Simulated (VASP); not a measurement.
**GaN (relaxed from the zinc blende structure, space group F-43m): computed properties**

The numbers are results of PBE GGA, VASP's PBE PAW potentials (set 64) (plane waves; VASP), not measurements.

- space group = F-43m (216)
- cell = a = b = c = 4.549 Å, α = β = γ = 90.00°
- volume per atom = 11.77 Å³/atom
- band gap (over mesh and band path) = 1.54 eV
- smallest direct gap (over mesh and band path) = 1.54 eV
- band-edge character = direct, Γ to Γ
- density = 5.91 g/cm³

```cif
data_Ga4N4
_chemical_formula_sum 'Ga4 N4'
_space_group_name_H-M_alt 'F-43m'
_space_group_IT_number 216
_space_group_name_Hall 'F -4 2 3'
_cell_length_a 4.54925
_cell_length_b 4.54925
_cell_length_c 4.54925
_cell_angle_alpha 90.000
_cell_angle_beta 90.000
_cell_angle_gamma 90.000
loop_
_atom_site_label
_atom_site_type_symbol
_atom_site_symmetry_multiplicity
_atom_site_Wyckoff_symbol
_atom_site_fract_x
_atom_site_fract_y
_atom_site_fract_z
_atom_site_occupancy
Ga1 Ga 4 a 0.00000 0.00000 0.00000 1
N1 N 4 d 0.75000 0.75000 0.75000 1
```
(The calculation used a cell of 2 atoms; values per cell refer to that cell.)

The structure was generated: GaN was put into the zinc blende type (F-43m), which need not be its known phase. It was relaxed first, which changed the volume by +6 %. Symmetry was kept, so distortions that lower it aren't found.
